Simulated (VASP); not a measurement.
Input:

```
ZnO
1.0
    1.63358    -2.82945     0.00000
    1.63358     2.82945     0.00000
    0.00000     0.00000     5.28715
Zn O
2 2
Cartesian
  1.63358  -0.94315   2.65337
  1.63358   0.94315   0.00980
  1.63358  -0.94315   4.65347
  1.63358   0.94315   2.00989
```

Method: optB88-vdW, VASP's PBE PAW potentials (set 64) (plane waves; VASP 6.6.1). Run with 520 eV cut-off, 7×7×4 Γ-centred mesh, Gaussian smearing of 0.050 eV, potentials Zn O.

Q: Estimate the energy per atom (σ→0).

A: 
| Property | Value |
|---|---|
| energy per atom (σ→0) | -2.155 eV/atom |

Total energies compare only between runs with the same potentials, cut-off and functional.

The compound is ZnO in the wurtzite structure. It was relaxed first. The start is the result of an earlier pass.
